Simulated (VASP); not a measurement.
Level of theory: PBEsol GGA, VASP's PBE PAW potentials (set 64) (plane waves; VASP).

A VASP calculation is set up with these files.

**INCAR**
```
SYSTEM  =  Li
PREC  =  Accurate; ENCUT  =  600; LREAL  =  F
LASPH  =  T
EDIFF  =  1E-7; NELM  =  100; ALGO  =  Normal
ISMEAR  =  1; SIGMA  =  0.1
GGA  =  PS
ISIF  =  2
LWAVE  =  F; LCHARG  =  F
```

**POSCAR**
```
Li
1
   -1.7089600082     1.7132431160     1.7089600082
    1.7175262238    -1.7132431160     1.7175262238
    1.7089600082     1.7132431160    -1.7089600082
Li
1
Direct
  0.0000000000   0.0000000000   0.0000000000
```

### KPOINTS
```
Automatic mesh
0
Gamma
14 14 14
0 0 0
```

POTCAR, in this order: Li_sv (PBE.64 set). Program: vasp_std.

Q: What does the run give for the energy per atom (σ→0), band gap (on the k-mesh)?

A: 
| Item | Result |
|---|---|
| energy per atom (σ→0) | -1.964 eV/atom |
| band gap (on the k-mesh) | none (metal, semimetal or under 0.01 eV) |

### OSZICAR
```
...
DAV:   5    -0.196665306279E+01   -0.44787E-04   -0.44784E-04  5480   0.164E-01    0.340E-01
DAV:   6    -0.196500312718E+01    0.16499E-02   -0.57804E-04  6030   0.179E-01    0.191E-01
DAV:   7    -0.196430660175E+01    0.69653E-03   -0.16666E-03  5990   0.306E-01    0.313E-02
DAV:   8    -0.196433609060E+01   -0.29489E-04   -0.31729E-04  4730   0.170E-01    0.250E-03
DAV:   9    -0.196433644229E+01   -0.35169E-06   -0.63937E-06  5800   0.283E-02    0.878E-04
DAV:  10    -0.196433617215E+01    0.27014E-06   -0.62755E-07  5225   0.594E-03    0.720E-04
DAV:  11    -0.196433609807E+01    0.74081E-07   -0.24019E-08  2615   0.202E-03
   1 F= -.19643361E+01 E0= -.19640445E+01  d E =-.874807E-03
```

The compound is Li in the bcc structure. This cell was strained or had an atom moved on purpose.
